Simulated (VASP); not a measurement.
Here is the system:

```xyz
2
Lattice="0.0000 2.8431 2.8431 2.8431 0.0000 2.8431 2.8431 2.8431 0.0000" Properties=species:S:1:pos:R:3 pbc="T T T"
Na     0.0000     0.0000     0.0000
Cl     2.8431     2.8431     2.8431
```

All values below come from PW91 GGA, VASP's PBE PAW potentials (set 64) (plane waves; VASP 6.6.1). Settings: 520 eV cut-off, 9×9×9 Γ-centred mesh, tetrahedra with Blöchl corrections, potentials Na_pv Cl.

### Question
Tabulate the total density of states (states/eV per cell) against energy (eV; zero at the valence-band maximum or, without a gap, the Fermi level).

### Answer

(E (eV), DOS (states/eV)): (-9.94, 0.00); (-9.58, 0.00); (-9.34, 0.00); (-8.98, 0.00); (-8.74, 0.00); (-8.38, 0.00); (-8.02, 0.00); (-7.78, 0.00); (-7.42, 0.00); (-7.18, 0.00); (-6.82, 0.00); (-6.46, 0.00); (-6.22, 0.00); (-5.86, 0.00); (-5.62, 0.00); (-5.26, 0.00); (-5.02, 0.00); (-4.66, 0.00); (-4.30, 0.00); (-4.06, 0.00); (-3.70, 0.00); (-3.46, 0.00); (-3.10, 0.00); (-2.74, 0.00); (-2.50, 0.00); (-2.14, 0.00); (-1.90, 0.00); (-1.54, 2.98); (-1.18, 0.93); (-0.94, 2.56); (-0.58, 5.14); (-0.34, 6.96); (0.02, 0.19); (0.38, 0.00); (0.62, 0.00); (0.98, 0.00); (1.22, 0.00); (1.58, 0.00); (1.94, 0.00); (2.18, 0.00); (2.54, 0.00); (2.78, 0.00); (3.14, 0.00); (3.50, 0.00); (3.74, 0.00); (4.10, 0.00); (4.34, 0.00); (4.70, 0.00); (4.94, 0.00); (5.30, 0.03); (5.66, 0.08); (5.90, 0.11); (6.26, 0.16); (6.50, 0.21); (6.86, 0.31); (7.22, 0.55); (7.46, 0.86); (7.82, 1.30); (8.06, 1.29); (8.42, 1.43)
Within 2 eV below the valence-band maximum the largest weight inside VASP's projection spheres is Cl p.

The compound is NaCl in the rock salt structure. It was relaxed first.
